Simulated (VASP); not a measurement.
Data:

```
CdSe
1.0
    0.00000     2.99529     2.99529
    2.99529     0.00000     2.99529
    2.99529     2.99529     0.00000
Cd Se
1 1
Cartesian
  0.00000   0.00000   0.00000
  1.49765   1.49765   1.49765
```

The numbers are results of r2SCAN+rVV10, VASP's PBE PAW potentials (set 64) (plane waves; VASP), not measurements. Run with 520 eV cut-off, 8×8×8 Γ-centred mesh, Gaussian smearing of 0.050 eV, potentials Cd Se.

Problem. Give the stress tensor in GPa (positive for a compressed cell).

Solution. 
```
3.85  0.00  0.00
0.00  3.85  0.00
0.00  0.00  3.85
```
The pressure is its mean diagonal, 3.85 GPa.

The compound is CdSe in the zinc blende structure, whereas wurtzite is the usual form. This cell is one point of a volume scan, at 0.94 of the reference volume.
